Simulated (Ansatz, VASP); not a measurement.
# One calculation of CsRe, two programs

```xyz
2
Lattice="0.0000 3.4223 3.4223 3.4223 0.0000 3.4223 3.4223 3.4223 0.0000" Properties=species:S:1:pos:R:3 pbc="T T T"
Cs    1.7112    1.7112    1.7112
Re    3.4223    3.4223    3.4223
```

The cell was built by a generator and needn't be a form met in nature.

Alike in both runs: task band structure; functional PBE; k mesh 7 × 7 × 7; occupations fermi-dirac, width 0.05 eV; no spin polarisation.

|  | VASP | Ansatz |
| --- | --- | --- |
| version | VASP 6.6.1 | Ansatz 0.2.0 |
| potentials or method | VASP PAW PBE potentials, release 64 (Cs_sv_GW, Re_sv_GW) | Ansatz PAW |
| plane-wave cutoff (eV) | 600 | 420 |
| valence electrons in the cell | 24 | 24 |

```csv
,VASP,Ansatz,Ansatz less VASP
gap on the k mesh at the Fermi level (eV),none,none,-
pressure (GPa),-1.6,-1.5,+0.10
```

A gap of «none» marks a metal or a gap that the smearing closes.

Caveats: spin-orbit coupling is left out, which moves the levels of the heavy elements.
